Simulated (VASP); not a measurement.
These are TPSS meta-GGA, VASP's PBE PAW potentials (set 64) (plane waves; VASP) values and carry that method's errors.

A VASP calculation is set up with these files.

### INCAR
```
ALGO = Normal
EDIFF = 1E-6
EDIFFG = -0.02
ENCUT = 520
IBRION = 2
ISIF = 3
ISMEAR = 0
LASPH = .TRUE.
LCHARG = .FALSE.
LMAXMIX = 4
LMIXTAU = .TRUE.
LREAL = .FALSE.
LWAVE = .FALSE.
METAGGA = TPSS
NELM = 100
NSW = 60
PREC = Accurate
SIGMA = 0.05
SYSTEM = SrTiO3
```

**KPOINTS**
```
Automatic mesh
0
Gamma
5 5 5
0 0 0
```

POSCAR:
```
SrTiO3
1.0
  3.8964014399   0.0000000000   0.0000000000
  0.0000000000   3.8964014399   0.0000000000
  0.0000000000   0.0000000000   3.8964014399
Sr Ti O
1 1 3
Cartesian
  0.0000000000   0.0000000000   0.0000000000
  1.9482007199   1.9482007199   1.9482007199
  1.9482007199   0.0000000000   1.9482007199
  0.0000000000   1.9482007199   1.9482007199
  1.9482007199   1.9482007199   0.0000000000
```

POTCAR, in this order: Sr_sv Ti_sv O (PBE.64 set). Program: vasp_std.

Output

**OUTCAR**
```
 ion  position               nearest neighbor table
   1  0.000  0.000  0.000-   3 2.76   4 2.76   5 2.76   3 2.76   4 2.76   4 2.76   5 2.76   4 2.76
                             3 2.76   5 2.76   3 2.76   5 2.76   2 3.37   2 3.37   2 3.37   2 3.37
   2  0.500  0.500  0.500-   3 1.95   4 1.95   5 1.95   5 1.95   3 1.95   4 1.95   1 3.37   1 3.37
                             1 3.37   1 3.37   1 3.37   1 3.37   1 3.37   1 3.37
   3  0.500  0.000  0.500-   2 1.95   2 1.95   1 2.76   1 2.76   1 2.76   1 2.76
   4  0.000  0.500  0.500-   2 1.95   2 1.95   1 2.76   1 2.76   1 2.76   1 2.76
   5  0.500  0.500  0.000-   2 1.95   2 1.95   1 2.76   1 2.76   1 2.76   1 2.76
  LATTYP: Found a simple cubic cell.
 ALAT       =     3.8964014399
 Subroutine PRICEL returns:
 Original cell was already a primitive cell.
 Subroutine GETGRP returns: Found 48 space group operations
The static configuration has the point symmetry O_h .
The dynamic configuration has the point symmetry O_h .
 Subroutine INISYM returns: Found 48 space group operations
 Subroutine IBZKPT returns following result:
 Found     10 irreducible k-points:

 Following reciprocal coordinates:
            Coordinates               Weight
  0.000000  0.000000  0.000000      1.000000
  0.200000  0.000000  0.000000      6.000000
  0.400000  0.000000  0.000000      6.000000
  0.200000  0.200000  0.000000     12.000000
  0.400000  0.200000  0.000000     24.000000
  0.400000  0.400000  0.000000     12.000000
  0.200000  0.200000  0.200000      8.000000
  0.400000  0.200000  0.200000     24.000000
  0.400000  0.400000  0.200000     24.000000
  0.400000  0.400000  0.400000      8.000000
   k-points           NKPTS =     10   k-points in BZ     NKDIM =     10   number of bands    NBANDS=     24
   number of dos      NEDOS =    301   number of ions     NIONS =      5
   total plane-waves  NPLWV =  27000
   dimension x,y,z NGX =    30 NGY =   30 NGZ =   30
   dimension x,y,z NGXF=    60 NGYF=   60 NGZF=   60
   ions per type =               1   1   3
   PREC   = accura    normal or accurate (medium, high low for compatibility)
   ISTART =      0    job   : 0-new  1-cont  2-samecut
   ICHARG =      2    charge: 1-file 2-atom 10-const
...
```

File OSZICAR:
```
       N       E                     dE             d eps       ncg     rms          rms(c)
DAV:   1     0.453560422538E+03    0.45356E+03   -0.22292E+04   480   0.192E+03
DAV:   2     0.265610883192E+02   -0.42700E+03   -0.42178E+03   512   0.513E+02
DAV:   3    -0.304124693338E+02   -0.56974E+02   -0.54279E+02   800   0.156E+02
DAV:   4    -0.330039587391E+02   -0.25915E+01   -0.25885E+01   640   0.314E+01
DAV:   5    -0.330853436871E+02   -0.81385E-01   -0.81384E-01   720   0.439E+00    0.919E+01
DAV:   6    -0.681430251718E+02   -0.35058E+02   -0.27790E+02   648   0.160E+02    0.325E+01
DAV:   7    -0.627838596361E+02    0.53592E+01   -0.26553E+01   712   0.503E+01    0.146E+01
DAV:   8    -0.627642088669E+02    0.19651E-01   -0.25432E+00   568   0.110E+01    0.845E+00
DAV:   9    -0.627967631740E+02   -0.32554E-01   -0.37958E-01   680   0.441E+00    0.510E+00
DAV:  10    -0.624893364381E+02    0.30743E+00   -0.25761E-01   576   0.418E+00    0.217E+00
DAV:  11    -0.627908895593E+02   -0.30155E+00   -0.51570E-01   512   0.543E+00    0.515E-01
DAV:  12    -0.628060696041E+02   -0.15180E-01   -0.76659E-02   560   0.211E+00    0.363E-01
DAV:  13    -0.628168281261E+02   -0.10759E-01   -0.67553E-03   656   0.664E-01    0.234E-01
DAV:  14    -0.628172198393E+02   -0.39171E-03   -0.18454E-03   696   0.330E-01    0.102E-01
DAV:  15    -0.628177891667E+02   -0.56933E-03   -0.81520E-04   592   0.200E-01    0.357E-02
DAV:  16    -0.628177098393E+02    0.79327E-04   -0.13775E-04   640   0.111E-01    0.303E-02
DAV:  17    -0.628178162451E+02   -0.10641E-03   -0.44765E-05   680   0.504E-02    0.212E-02
DAV:  18    -0.628178193161E+02   -0.30710E-05   -0.10362E-05   712   0.339E-02    0.145E-02
DAV:  19    -0.628178246588E+02   -0.53427E-05   -0.15609E-05   664   0.296E-02    0.107E-02
DAV:  20    -0.628178244876E+02    0.17121E-06   -0.96543E-07   264   0.947E-03
   1 F= -.62817824E+02 E0= -.62817824E+02  d E =-.628178E+02
       N       E                     dE             d eps       ncg     rms          rms(c)
DAV:   1    -0.633684138336E+02   -0.55059E+00   -0.18113E+01   552   0.453E+01    0.704E+00
DAV:   2    -0.628396768804E+02    0.52874E+00   -0.23206E+00   576   0.143E+01    0.266E+00
DAV:   3    -0.627882124932E+02    0.51464E-01   -0.49062E-01   568   0.455E+00    0.918E-01
DAV:   4    -0.628079037016E+02   -0.19691E-01   -0.20347E-01   632   0.222E+00    0.977E-01
DAV:   5    -0.628127517969E+02   -0.48481E-02   -0.18467E-02   768   0.115E+00    0.821E-01
DAV:   6    -0.628165038674E+02   -0.37521E-02   -0.25368E-02   744   0.962E-01    0.341E-01
DAV:   7    -0.628153714198E+02    0.11324E-02   -0.27048E-02   688   0.109E+00    0.121E-01
DAV:   8    -0.628165068050E+02   -0.11354E-02   -0.37246E-03   688   0.552E-01    0.865E-02
DAV:   9    -0.628173104575E+02   -0.80365E-03   -0.11858E-03   544   0.295E-01    0.897E-02
DAV:  10    -0.628172032149E+02    0.10724E-03   -0.35037E-04   680   0.138E-01    0.523E-02
DAV:  11    -0.628172002965E+02    0.29185E-05   -0.12685E-04   672   0.679E-02    0.893E-03
DAV:  12    -0.628172110341E+02   -0.10738E-04   -0.15078E-05   552   0.388E-02    0.852E-03
DAV:  13    -0.628172112243E+02   -0.19019E-06   -0.31148E-06   496   0.116E-02
   2 F= -.62817211E+02 E0= -.62817211E+02  d E =0.613263E-03
       N       E                     dE             d eps       ncg     rms          rms(c)
DAV:   1    -0.629885132424E+02   -0.17130E+00   -0.47642E+00   560   0.225E+01    0.370E+00
DAV:   2    -0.628411425449E+02    0.14737E+00   -0.59107E-01   592   0.739E+00    0.134E+00
DAV:   3    -0.628286893928E+02    0.12453E-01   -0.10659E-01   648   0.256E+00    0.347E-01
DAV:   4    -0.628352124520E+02   -0.65231E-02   -0.60076E-02   648   0.131E+00    0.364E-01
DAV:   5    -0.628359052876E+02   -0.69284E-03   -0.49343E-03   616   0.568E-01    0.310E-01
DAV:   6    -0.628370039587E+02   -0.10987E-02   -0.42493E-03   720   0.408E-01    0.185E-01
DAV:   7    -0.628375525835E+02   -0.54862E-03   -0.42535E-03   728   0.491E-01    0.853E-02
DAV:   8    -0.628377141408E+02   -0.16156E-03   -0.39660E-04   712   0.150E-01    0.620E-02
DAV:   9    -0.628376806593E+02    0.33481E-04   -0.43344E-04   720   0.114E-01    0.886E-02
DAV:  10    -0.628377128553E+02   -0.32196E-04   -0.22792E-04   608   0.128E-01    0.224E-02
DAV:  11    -0.628377380438E+02   -0.25189E-04   -0.32253E-05   560   0.428E-02    0.515E-03
DAV:  12    -0.628377382787E+02   -0.23491E-06   -0.20435E-06   464   0.823E-03
   3 F= -.62837738E+02 E0= -.62837738E+02  d E =-.199138E-01
```

**OUTCAR**
```
------------------------ aborting loop because EDIFF is reached ----------------------------------------
  FORCE on cell =-STRESS in cart. coord.  units (eV):
  Direction    XX          YY          ZZ          XY          YZ          ZX
  --------------------------------------------------------------------------------------
  Total       -0.0074276     -0.0074276     -0.0074276     -0.0000000     -0.0000000      0.0000000
  in kB       -0.1964095     -0.1964095     -0.1964095     -0.0000000     -0.0000000      0.0000000
  external PRESSURE =      -0.1964095 kB  Pullay stress =       0.0000000 kB
  volume of cell :       60.59
      direct lattice vectors                 reciprocal lattice vectors
     3.927645794  0.000000000 -0.000000000     0.254605444  0.000000000 -0.000000000
    -0.000000000  3.927645794  0.000000000    -0.000000000  0.254605444 -0.000000000
     0.000000000  0.000000000  3.927645794     0.000000000  0.000000000  0.254605444
 POSITION                                       TOTAL-FORCE (eV/Angst)
 -----------------------------------------------------------------------------------
      0.00000      0.00000      0.00000         0.000000     -0.000000      0.000000
      1.96382      1.96382      1.96382        -0.000000      0.000000      0.000000
      1.96382      0.00000      1.96382         0.000000      0.000000      0.000000
      0.00000      1.96382      1.96382        -0.000000     -0.000000      0.000000
      1.96382      1.96382     -0.00000         0.000000      0.000000      0.000000
 -----------------------------------------------------------------------------------
    total drift:                                0.000000      0.000000     -0.000000
  FREE ENERGIE OF THE ION-ELECTRON SYSTEM (eV)
  ---------------------------------------------------
  free  energy   TOTEN  =       -62.8377382787 eV

  energy  without entropy=      -62.8377382787  energy(sigma->0) =      -62.83773828

 reached required accuracy - stopping structural energy minimisation
```
(Selected blocks of OUTCAR.)

CONTCAR:
```
SrTiO3
   1.00000000000000
     3.9276457939560228    0.0000000000000000   -0.0000000000000000
    -0.0000000000000000    3.9276457939560228    0.0000000000000000
     0.0000000000000000    0.0000000000000000    3.9276457939560228
  Sr              Ti              O
     1     1     3
Direct
     0.0000000000000000    0.0000000000000000    0.0000000000000000
     0.5000000000000000    0.5000000000000000    0.5000000000000000
     0.5000000000000000    0.0000000000000000    0.5000000000000000
     0.0000000000000000    0.5000000000000000    0.5000000000000000
     0.5000000000000000    0.5000000000000000    0.0000000000000000
```

Energy and stress use the plane-wave basis of the starting cell.

The compound is SrTiO3 in the cubic perovskite structure, the ideal cubic form; the compound distorts at low or room temperature. This run relaxes it. Symmetry was kept, so distortions that lower it aren't found. The start is the result of an earlier pass.
